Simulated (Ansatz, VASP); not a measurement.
# Te (Tellurium): VASP beside Ansatz, part 2 of 2

One calculation is typed for both programs; each brings its own data sets and cutoff. How far apart do they land? The cell is taken from a series of VASP runs on this material, whose earlier steps may have relaxed, scaled or displaced it; both programs get it as it stands.

VASP 6.6.1 and Ansatz 0.2.0.

So far: The structure; VASP: band structure, PBE0.

## (3) Ansatz: band structure, PBE0

Level of this step: Ansatz beside VASP: Kohn-Sham DFT, plane waves, PBE0 (Ansatz).

Ansatz runs on its default PAW (the set named soft_2) files.

The same cell, functional, mesh and smearing now go to Ansatz, which takes its cutoff from its data sets.

input.yaml reads:

```yaml
crystal:
  lattice:
    - [4.454, 0.0, 0.0]
    - [-2.227, 3.8572771485, 0.0]
    - [0.0, 0.0, 5.924]
  atoms:
    - { symbol: Te, position: [0.731, 0.731, 0.0] }
    - { symbol: Te, position: [0.0, 0.269, 0.6666666667] }
    - { symbol: Te, position: [0.269, 0.0, 0.3333333333] }
hamiltonian:
  xc: pbe0
  pseudopotentials: { kind: paw }
kpoints:
  mp_grid: { grid: [4, 4, 3] }
  band_path:
    path:
      - [0.0, 0.0, 0.0]
      - [0.44444, 0.0, 0.0]
      - [0.38889, 0.22222, 0.0]
      - [0.18519, 0.18519, 0.0]
      - [0.0, 0.0, 0.11111]
      - [0.0, 0.0, 0.5]
      - [0.44444, 0.0, 0.5]
      - [0.38889, 0.22222, 0.5]
      - [0.35185, 0.2963, 0.5]
      - [0.33333, 0.33333, 0.5]
      - [0.18519, 0.18519, 0.5]
      - [0.5, 0.0, 0.38889]
      - [0.33333, 0.33333, 0.0]
      - [0.33333, 0.33333, 0.5]
    npoints: 1
scf:
  occupations: { method: gaussian, width: 0.03 }
  n_extra_bands: 7
output:
  forces: true
  stress: true
  eigenvalues: true
```

On the command line:

```console
$ ansatz run input.yaml --threads 4 --pin off --max-ram 9216MiB --backend cpu --events-out ev --progress --plain --runs-dir out
```

Numbers of over 12 decimals in the logs are rounded to 6 here.

The program printed:

```text
Warning: output.stress: scf.convergence.dr2_threshold = 1e-7 eV (the SCF's general default) is looser than the 3e-10 eV advised for a printed stress (1e-10 eV for each atom of the cell: 3). What an SCF threshold leaves in a stress goes as its square root, and in the free energy as the threshold itself, and one threshold admits the most on a small cell: [figures from the program's tests cut] Set scf.convergence.dr2_threshold to 3e-10 eV or tighter. The threshold is an SCF's pass mark: one that does not reach it within its budget of iterations ends unconverged, or closes short of it on a stop that the run arms, and scf.convergence.dr2_threshold's page says what that costs each kind of run
Warning: output.stress: scf.exx.energy_threshold = 1e-6 eV is looser than the 3e-8 eV advised for a stress under a hybrid functional (1e-8 eV for each atom of the cell: 3). Every SCF of the exchange loop can meet its threshold on dr2 while the loop round them stops early: no threshold on dr2 bounds what that leaves in the stress. Set scf.exx.energy_threshold to 3e-8 eV or tighter. The threshold is the loop's pass mark: a loop that does not reach it within its budget of cycles ends unconverged, and scf.exx.energy_threshold's page has the law
scf.n_extra_bands = 7 over 24 filled bands (N_el = 48.0): the run solves 31 bands
Engine: ansatz 0.2.0, x86_64-unknown-linux-gnu
Pseudopotentials: kind: paw
Pseudopotential: Te, paw, valence charge 16, recommended cutoff 420 eV (normal), Te.paw.azcp
Functional definition: PBE0
  parameter a = 0.25
  parameter kappa = 0.804
  parameter beta = 0.066725
  exchange = (1 - a)*pbe_x(kappa = kappa, mu = beta*pi^2/3) + a*exact_x
  correlation = pbe_c(beta = beta)
Crystal: 3 atoms, lattice volume = 101.776 Å³
Basis set: ecut = 420 eV, 1993 PW (Γ), exchange–correlation on 60×60×80 points (8 copies of the dense FFT grid, shifted against one another)
Bands: 31, of which v1, the nominal top of the filled ones, is band 24 counted from 1 (23 counted from 0)
Symmetry: 6 space group operations
Space group: P3121 (ITA 152), of the structure as read, at distance tolerance 4.7e-5 Å
k-points: 9 of 48 (time reversal used)
Non-local potential: Te, projectors of the file, l = 0: 2, l = 1: 2, l = 2: 2, l = 3: 2
PAW form: soft (Blöchl's): semilocal exchange-correlation on the pseudo side does not see the compensation charge
PAW frozen core: Te, regenerated for the run's functional, and the local potential with it (the file was generated under x = pbe(κ = 0.804, μ = 0.219515), c = pbe(β = 0.066725))
PAW one-centre angular grid: Te, 590 points (default); XC on 64 Gauss nodes
Initial density: superposition of atomic densities (neutral atoms: chi_scale 0, normalization atom), corrected by the library's trained network
Initial wavefunctions: pseudopotential atomic-orbital guess
Functional: x = pbe(κ = 0.804, μ = 0.219515), c = pbe(β = 0.066725), warm-up for x = 0.75 pbe(κ = 0.804, μ = 0.219515) + 0.25 exact, c = pbe(β = 0.066725)
SCF iter   1: F=—  HF=-20939.827445 eV  |F-HF|=—  |Δ(HF+E_count)|=         —  Δρ=1.46e-3  dr2=1.45e-3  ethr=1.77e-3  ⟨swp⟩=12.6  Hψ=1263  notcnv=0
preconditioner: auto → none  [insulator: Δε(μ)=0.798 eV  Ē_g=9.859 eV  σ=0.030 eV  W_gap=1.00  n_scr=22 (ndim 8)  ℏωp=15.6 eV  f_vac=0.027  D(μ)=0.00/eV (n_scr^D=0)]
SCF iter   2: F=—  HF=-20939.828966 eV  |F-HF|=—  |Δ(HF+E_count)|=   1.52e-3  Δρ=6.94e-4  dr2=2.65e-4  ethr=3.03e-6  ⟨swp⟩=5.3  Hψ=867  notcnv=0  defer=16
SCF iter   3: F=-20939.829370 eV  HF=-20939.829318 eV  |F-HF|=5.20e-5  |Δ(HF+E_count)|=   3.52e-4  Δρ=2.66e-4  dr2=4.34e-5  ethr=5.51e-7  ⟨swp⟩=3.4  Hψ=615  notcnv=0  defer=7
SCF 1 stopped early in 3 iterations: F = -20939.829370 eV  dr2 = 4.34e-5
  greatest PAW one-centre occupation: 0.998 electrons in one spin orbital (limit 2), on the Te atom at site 0 (counted from 0), in its partial waves of l = 2
Initial density: handed on by an earlier stage of this run
Initial wavefunctions: those handed on with the density
Functional: x = 0.75 pbe(κ = 0.804, μ = 0.219515) + 0.25 exact, c = pbe(β = 0.066725)
Frozen-core exchange: fock
SCF iter   1: F=—  HF=-20950.308742 eV  |F-HF|=—  |Δ(HF+E_count)|=         —  Δρ=4.13e-3  dr2=1.27e-2  ethr=9.05e-7  ⟨swp⟩=9.4  Hψ=1371  notcnv=0
preconditioner: auto → none  [insulator: Δε(μ)=1.796 eV  Ē_g=11.733 eV  σ=0.030 eV  W_gap=1.00  n_scr=22 (ndim 8)  ℏωp=15.6 eV  f_vac=0.026  D(μ)=0.00/eV (n_scr^D=0)]
SCF iter   2: F=—  HF=-20950.304923 eV  |F-HF|=—  |Δ(HF+E_count)|=   3.82e-3  Δρ=1.79e-3  dr2=6.47e-3  ethr=9.05e-7  ⟨swp⟩=4.0  Hψ=923  notcnv=0
SCF iter   3: F=—  HF=-20950.324944 eV  |F-HF|=—  |Δ(HF+E_count)|=   2.00e-2  Δρ=1.22e-3  dr2=1.53e-3  ethr=9.05e-7  ⟨swp⟩=4.1  Hψ=895  notcnv=0
SCF iter   4: F=—  HF=-20950.326004 eV  |F-HF|=—  |Δ(HF+E_count)|=   1.06e-3  Δρ=4.07e-4  dr2=1.61e-4  ethr=9.05e-7  ⟨swp⟩=3.4  Hψ=630  notcnv=0  defer=1
SCF iter   5: F=—  HF=-20950.326082 eV  |F-HF|=—  |Δ(HF+E_count)|=   7.76e-5  Δρ=1.50e-4  dr2=1.94e-5  ethr=2.73e-7  ⟨swp⟩=3.2  Hψ=619  notcnv=0  defer=1
iter 6 solved again at ethr=2.61e-9 eV; its pass at ethr=3.60e-8 eV (dr2=1.25e-6 eV) is discarded
SCF iter   6: F=-20950.326087 eV  HF=-20950.326088 eV  |F-HF|=1.17e-6  |Δ(HF+E_count)|=   6.27e-6  Δρ=2.93e-5  dr2=1.43e-6  ethr=2.61e-9  ⟨swp⟩=4.1  Hψ=1244  notcnv=0  defer=6
SCF 2 stopped early in 6 iterations: F = -20950.326087 eV  dr2 = 1.43e-6
  Residual-converged pass: ⟨swp⟩=4.0  Hψ=749  notcnv=0  max |occ|·‖R‖ = 6.4e-6 eV (tolerance 6.7e-6 eV)  dr2=1.42e-6  dr2_onsite=1.56e-7  max |Δocc| = 0.0e0
hybrid outer 1: dexx = +2.910e-2 eV, tail = 2.00e-4 eV
Frozen-core exchange: fock
SCF iter   1: F=—  HF=-20950.326244 eV  |F-HF|=—  |Δ(HF+E_count)|=         —  Δρ=2.48e-5  dr2=6.15e-7  ethr=2.09e-6  ⟨swp⟩=3.7  Hψ=577  notcnv=0
preconditioner: auto → none  [insulator: Δε(μ)=1.887 eV  Ē_g=11.761 eV  σ=0.030 eV  W_gap=1.00  n_scr=22 (ndim 8)  ℏωp=15.6 eV  f_vac=0.024  D(μ)=0.00/eV (n_scr^D=0)]
SCF iter   2: F=—  HF=-20950.326246 eV  |F-HF|=—  |Δ(HF+E_count)|=   1.78e-6  Δρ=1.95e-5  dr2=2.93e-7  ethr=1.12e-9  ⟨swp⟩=4.2  Hψ=987  notcnv=0  defer=1
SCF iter   3: F=—  HF=-20950.326246 eV  |F-HF|=—  |Δ(HF+E_count)|=   6.72e-9  Δρ=3.84e-6  dr2=9.68e-9  ethr=5.97e-10  ⟨swp⟩=3.6  Hψ=555  notcnv=0  defer=7
SCF iter   4: F=-20950.326246 eV  HF=-20950.326246 eV  |F-HF|=1.53e-10  |Δ(HF+E_count)|=   2.68e-9  Δρ=8.44e-7  dr2=4.04e-10  ethr=1.81e-11  ⟨swp⟩=4.8  Hψ=838  notcnv=0  defer=5
SCF 3 converged in 4 iterations: F = -20950.326246 eV  dr2 = 4.04e-10
  Residual-converged pass: ⟨swp⟩=3.0  Hψ=654  notcnv=0  max |occ|·‖R‖ = 5.2e-7 eV (tolerance 5.4e-7 eV)  dr2=4.06e-10  dr2_onsite=4.04e-10  max |Δocc| = 0.0e0
  greatest PAW one-centre occupation: 0.998 electrons in one spin orbital (limit 2), on the Te atom at site 1 (counted from 0), in its partial waves of l = 2
hybrid outer 2: dexx = +1.087e-6 eV, tail = 3.39e-8 eV, Δε = 3.32e-3 eV (about 1.05e-4 eV left of the loop's levels), ΔF = 9.93e-3 eV/Å (tail 1.42e-3)
Frozen-core exchange: fock
SCF iter   1: F=—  HF=-20950.326246 eV  |F-HF|=—  |Δ(HF+E_count)|=         —  Δρ=1.26e-6  dr2=8.55e-10  ethr=3.53e-10  ⟨swp⟩=8.2  Hψ=705  notcnv=0
SCF iter   2: F=-20950.326246 eV  HF=-20950.326246 eV  |F-HF|=9.09e-11  |Δ(HF+E_count)|=  8.84e-10  Δρ=7.71e-7  dr2=3.03e-10  ethr=1.50e-12  ⟨swp⟩=4.3  Hψ=783  notcnv=0  defer=1
SCF 4 converged in 2 iterations: F = -20950.326246 eV  dr2 = 3.03e-10
  Residual-converged pass: ⟨swp⟩=2.8  Hψ=506  notcnv=0  max |occ|·‖R‖ = 7.5e-7 eV (tolerance 7.7e-7 eV)  dr2=3.04e-10  dr2_onsite=9.56e-11  max |Δocc| = 0.0e0
  greatest PAW one-centre occupation: 0.998 electrons in one spin orbital (limit 2), on the Te atom at site 2 (counted from 0), in its partial waves of l = 2
hybrid outer 3: dexx = +1.071e-9 eV, tail = 8.21e-10 eV, Δε = 3.54e-5 eV (about 8.36e-6 eV left of the loop's levels), ΔF = 1.80e-4 eV/Å (tail 1.36e-4)
NSCF: frozen V_eff on 14 k-points
hybrid SCF converged: 3 outer / 12 inner (+3 warm-up), last move |dexx| = 1.07e-9 eV, tail = 8.21e-10 eV
Stability not checked: this state was not tested for a lower state beside it, because the functional holds exact exchange (a hybrid, or Hartree-Fock), whose exchange loop this test does not read (fock_operator; see scf.lower_state_search)
Free energy (F): -20950.326246 eV
Frozen-core exchange: fock
Harris-Foulkes:  -20950.326246 eV  (|F-HF|=9.09e-11)
Internal energy: -20950.326246 eV  (E = F + TS)
E sigma→0 (E₀):  -20950.326246 eV
Fermi energy:    8.804099 eV
--- Per-component energies (eV) ---
  E_band       = -918.916673
  E_kinetic    = 538.743969
  E_local      = -3815.566079  (includes V_loc(G=0)·N_el)
  E_nonlocal   = -934.836127
  E_hartree    = 2431.194290
  E_xc         = -287.120882
  E_vxc        = -241.033848  (∫ρ·V_xc dr)
  E_exx        = -154.764202  (= α·E_x^exact, valence–valence)
  E_paw        = -13927.177736  (= ΣΔE_a)
  E_vpaw       = -1019.084546  (= ΣTr[D̂ρ^β])
  E_aug_tail   = -0.000563  (compensation charges beyond the density's cutoff)
  E_ewald      = -4800.294125
  E_core_change = -0.504791  (= ΣΔE_core)
  E_smearing   = -0.000000  (= −TS)
  E_closure    = 0.000000  (closes the sum)
  Σ components = -20950.326246   (vs F -20950.326246, Δ=0.00e0)
--- Forces (eV/Å), atoms counted from 1 ---
  atom   1  Te     0.19477448     0.33735930     0.00000000
  atom   2  Te     0.19477448    -0.33735930     0.00000000
  atom   3  Te    -0.38954897     0.00000000     0.00000000
  max |Σ_I F_I| component: 0.00e0 eV/Å
--- Stress (GPa, compression-positive) ---
        0.193117       0.000000       0.000000
       -0.000000       0.193117       0.000000
        0.000000       0.000000      -0.957428
  P = ⅓ Tr σ = -0.1904 GPa (-1.904 kbar)
--- Band table (eV; the first three rows and the last of 9) ---
  k-point 0: bands = [... 20 lower, 5.1790, 6.2153, 6.2153, 7.0986, 10.2888, 10.2888, 10.9692, 14.4092, ... 3 higher]
  k-point 1: bands = [... 20 lower, 5.3108, 6.4580, 6.6928, 7.0560, 9.7470, 9.7890, 10.1041, 13.5958, ... 3 higher]
  k-point 2: bands = [... 20 lower, 4.3103, 6.4795, 7.0472, 7.1926, 10.0952, 10.3304, 11.1918, 13.1552, ... 3 higher]
  k-point 8: bands = [... 20 lower, 3.5550, 5.4977, 7.0909, 7.8603, 9.9496, 10.8571, 12.0580, 14.2496, ... 3 higher]
```

Run time: 31 s. Hardware: 4 threads of AMD EPYC 9R45, shared host; peak memory 1.1 GiB; 95 s of CPU time.

## (4) Comparison

Known differences besides the potentials themselves: exact exchange at q = 0 is treated differently, which shows on coarse meshes; VASP keeps PBE cores, Ansatz makes them for the functional; the data sets hold 48 valence electrons in Ansatz (default PAW (the set named soft_2) files) and 18 in VASP; the cutoff is 420 eV in Ansatz and 350 eV in VASP; VASP takes a coarser grid for exact exchange (PRECFOCK = Fast). Total energies have different zeros and are not compared.

Both answers:

| quantity | Ansatz | VASP | difference |
| --- | --- | --- | --- |
| gap over the path points (eV) | 1.121 | 1.068 | +0.053 |

Forces (eV/Å; atoms numbered as in POSCAR):

| atom | Ansatz x, y, z | VASP x, y, z |
| --- | --- | --- |
| Te1 | 0.195, 0.337, 0.000 | 0.216, 0.374, 0.000 |
| Te2 | 0.195, -0.337, 0.000 | 0.216, -0.374, 0.000 |
| Te3 | -0.390, 0.000, 0.000 | -0.432, 0.000, 0.000 |

Levels at points of the path, from each program's valence-band top (eV; 4 filled, then empty):

| k (reciprocal lattice) | Ansatz | VASP |
| --- | --- | --- |
| 0.000 0.000 0.000 | -3.03 -1.99 -1.99 -1.11 2.08 2.08 2.76 | -3.04 -2.00 -2.00 -1.11 2.10 2.10 2.81 |
| 0.444 0.000 0.000 | -4.25 -3.78 -1.19 -1.00 1.86 1.96 4.08 | -4.24 -3.77 -1.16 -0.98 1.85 1.96 4.10 |
| 0.389 0.222 0.000 | -3.82 -3.78 -2.65 -2.64 3.37 3.75 4.70 | -3.81 -3.78 -2.64 -2.63 3.39 3.78 4.73 |
| 0.185 0.185 0.000 | -3.47 -2.34 -1.80 -1.73 2.80 2.84 3.17 | -3.46 -2.33 -1.78 -1.73 2.81 2.82 3.19 |
| 0.000 0.000 0.111 | -2.87 -1.97 -1.91 -1.11 1.98 1.99 2.62 | -2.88 -1.96 -1.93 -1.11 1.98 2.01 2.66 |
| 0.000 0.000 0.500 | -3.05 -1.66 -1.26 -1.26 1.44 1.51 1.51 | -3.03 -1.64 -1.25 -1.25 1.47 1.50 1.50 |
| 0.444 0.000 0.500 | -4.04 -2.82 -2.47 -0.34 1.85 3.09 3.72 | -4.04 -2.81 -2.45 -0.34 1.85 3.11 3.76 |
| 0.389 0.222 0.500 | -5.34 -1.36 -0.83 -0.03 1.51 2.43 2.79 | -5.32 -1.33 -0.83 -0.03 1.48 2.45 2.81 |
| 0.352 0.296 0.500 | -5.68 -1.17 -0.18 0.00 1.20 2.36 2.45 | -5.66 -1.14 -0.18 0.00 1.15 2.38 2.47 |
| 0.333 0.333 0.500 | -5.74 -1.14 -0.03 -0.03 1.12 2.38 2.38 | -5.72 -1.12 -0.03 -0.03 1.07 2.40 2.40 |

The forces differ by 25 meV/Å r.m.s., which is 9.9 % of the r.m.s. force of 0.25 eV/Å (both taken over all components). Among the levels compared at these points, filled levels agree within 26 meV and empty ones within 53 meV.

## (5) What the set-up changes

Further runs change the set-up of one program: Ansatz's method, potentials or start, or VASP's data sets, cutoff or form of LDA. The table gives Ansatz less VASP for each quantity, since a change that brings one quantity closer may part another.

| run | r.m.s. force difference (meV/Å) | gap over the path points (eV) |
| --- | --- | --- |
| as above | 25 | 0.053 |
| cores kept as stored | 24 | 0.053 |
| Ansatz's larger PAW set (cutoff 430 eV) | 24 | 0.057 |

## (6) Results

| Property | Result |
| --- | --- |
| r.m.s. force difference (band structure, PBE0) | 9.9 % of the r.m.s. force |
| difference in gap over the path points (band structure, PBE0) | 0.053 eV |

The r.m.s. force difference is 9.9 % of the r.m.s. force (band structure, PBE0), beyond the 3 % picked in this series as the mark of a large difference. For band structure, PBE0, no further run moves any of the tabulated differences by more than a quarter of its size. 1 further run of this series is not shown here. Such differences can come from data sets, numerical settings and the points named under the comparisons, not from the functional's error against experiment.

[Lines on the potential files, build, host, timing and source positions are cut from VASP's logs without a mark.]

[Logs are printed without paths, hosts, clocks, repeated set-up lines and the standing remarks that a program may print on its own settings, such as how far it seeks lower states.]

[Hosts, paths, dates, database ids (printed as entryN), source tags and the programs' standing remarks are cut or masked in the printed files.]
